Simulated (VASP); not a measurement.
An input for Ansatz (written as the equivalent of a VASP run, and not itself run):

Ansatz 0.2 input:
```yaml
crystal:
  lattice:
    - [0.0000000, 2.7900000, 2.7900000]
    - [2.7900000, 0.0000000, 2.7900000]
    - [2.7900000, 2.7900000, 0.0000000]
  atoms:
    - { symbol: Ca, position: [0.0000000, 0.0000000, 0.0000000] }
kpoints:
  mp_grid: { grid: [9, 9, 9] }
hamiltonian:
  xc: pbe
  pseudopotentials: { kind: paw }
scf:
  occupations: { method: methfessel_paxton, width: 0.1 }
  max_iter: 100
output: { forces: true, stress: true, eigenvalues: true }
```

Task: Write the VASP files for the same calculation (PBE).

Result: Several could match; the one computed here: 
**INCAR**
```
SYSTEM = Ca
PREC = Accurate; ENCUT = 400; LREAL = F
LASPH = T
EDIFF = 1E-6; NELM = 100; ALGO = Normal
ISMEAR = 1; SIGMA = 0.1
GGA = PE
ISIF = 2
LWAVE = F; LCHARG = F
```

### POSCAR
```
Ca
3.9456560
  0.0000000000   0.7071067523   0.7071067523
  0.7071067523   0.0000000000   0.7071067523
  0.7071067523   0.7071067523   0.0000000000
Ca
1
Direct
  0.0000000000   0.0000000000   0.0000000000
```

**KPOINTS**
```
Automatic mesh
0
Gamma
9 9 9
0 0 0
```

POTCAR, in this order: Ca_sv (PBE.64 set). Program: vasp_std.

Limits of the translation: each code has its own PAW files, so the cut-off isn't converted (ENCUT is set for VASP's; basis.ecutwfc is left out, and Ansatz then takes the one that its files recommend); Ansatz stops its SCF on the density residual and VASP on the energy change (EDIFF).

The compound is Ca in the fcc structure. The cell was not relaxed at this level.
